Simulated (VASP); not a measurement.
VASP input:

**INCAR**
```
LREAL  =  .FALSE.   # projection in real space or not
NSW  =  60   # most ionic steps
ISIF  =  3
ISMEAR  =  0
NELM  =  100   # most electronic steps
EDIFF  =  1E-6
SIGMA  =  0.05   # width (eV)
LCHARG  =  .FALSE.
IBRION  =  2
LASPH  =  .TRUE.   # aspherical one-centre terms
ALGO  =  Normal
GGA  =  PE   # PBE
PREC  =  Accurate
LWAVE  =  .FALSE.
SYSTEM  =  LiCl
ENCUT  =  520   # plane-wave cut-off (eV)
EDIFFG  =  -0.01   # ionic stop
```

KPOINTS:
```
Automatic mesh
0
Gamma
8 8 8
0 0 0
```

**POSCAR**
```
LiCl
1
    0.0000000000     2.4840000000     2.4840000000
    2.4840000000     0.0000000000     2.4840000000
    2.4840000000     2.4840000000     0.0000000000
Li Cl
1 1
Direct
  0.0000000000   0.0000000000   0.0000000000
  0.5000000000   0.5000000000   0.5000000000
```

POTCAR, in this order: Li_sv Cl (PBE.64 set). Program: vasp_std.

Question: Translate this PBE calculation to Ansatz.

Answer: One equivalent input (not run):
Ansatz 0.2 input:
```yaml
crystal:
  lattice:
    - [0.0000000, 2.4840000, 2.4840000]
    - [2.4840000, 0.0000000, 2.4840000]
    - [2.4840000, 2.4840000, 0.0000000]
  atoms:
    - { symbol: Li, position: [0.0000000, 0.0000000, 0.0000000] }
    - { symbol: Cl, position: [0.5000000, 0.5000000, 0.5000000] }
kpoints:
  mp_grid: { grid: [8, 8, 8] }
hamiltonian:
  xc: pbe
  pseudopotentials: { kind: paw }
scf:
  occupations: { method: gaussian, width: 0.05 }
  max_iter: 100
relax:
  max_steps: 60
  f_tol: 0.01
  cell: {}
output: { forces: true, stress: true, eigenvalues: true }
```
Limits of the translation: each code has its own PAW files, so the cut-off isn't converted (ENCUT is set for VASP's; basis.ecutwfc is left out, and Ansatz then takes the one that its files recommend); Ansatz stops its SCF on the density residual and VASP on the energy change (EDIFF).

The structure was generated: LiCl was put into the rock salt type (Fm-3m), which need not be its known phase. This run relaxes it. Symmetry was kept, so distortions that lower it aren't found.
